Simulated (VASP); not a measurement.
Here is the system:

```
TiB2
1.0
    1.54530    -2.67654     0.00000
    1.54530     2.67654     0.00000
    0.00000     0.00000     3.29460
Ti B
1 2
Direct
  0.00000   0.00000   0.00000
  0.33333   0.66667   0.50000
  0.66667   0.33333   0.50000
```

Computed with PBE GGA, VASP's PBE PAW potentials (set 64) (plane waves; VASP). Run with LREAL = Auto, 520 eV cut-off, 10×10×8 Γ-centred mesh, first-order Methfessel-Paxton smearing of 0.10 eV, potentials Ti_sv B.

**Question.** Give the stress tensor in GPa (positive for a compressed cell).

**Answer.** 
```
-14.32    0.00    0.00
  0.00  -14.32    0.00
  0.00    0.00  -11.54
```
The pressure is its mean diagonal, -13.39 GPa.

The compound is TiB2 in the AlB2 type structure. The cell was not relaxed at this level. The run is one of a series of settings (LREAL = Auto against the base run), some of them coarse on purpose.
